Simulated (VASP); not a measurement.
Data:

```xyz
5
Lattice="3.9681 0.0000 0.0000 0.0000 3.9681 0.0000 0.0000 0.0000 3.9681" Properties=species:S:1:pos:R:3 pbc="T T T"
Ba     0.0000     0.0000     0.0000
Zr     1.9840     1.9840     1.9840
O      1.9840     0.0000     1.9840
O      0.0000     1.9840     1.9840
O      1.9840     1.9840     0.0000
```

Calculation: PBE GGA, VASP's PBE PAW potentials (set 64) (plane waves; VASP). Settings: 620 eV cut-off, 6×6×6 Γ-centred mesh, Gaussian smearing of 0.050 eV, potentials Ba_sv Zr_sv O.

Unless said otherwise, spin-orbit coupling is left out, though it shifts the bands of the heavy elements here.

Q: Estimate the energy per atom (σ→0), pressure, band gap (on the k-mesh) with the smallest direct gap where there is one.

A: 
- band gap (on the k-mesh) = 3.43 eV
- smallest direct gap (on the k-mesh) = 3.43 eV
- energy per atom (σ→0) = -8.025 eV/atom
- pressure = 44.90 GPa

The compound is BaZrO3 in the cubic perovskite structure. It was relaxed first under an external pressure of 45 GPa.
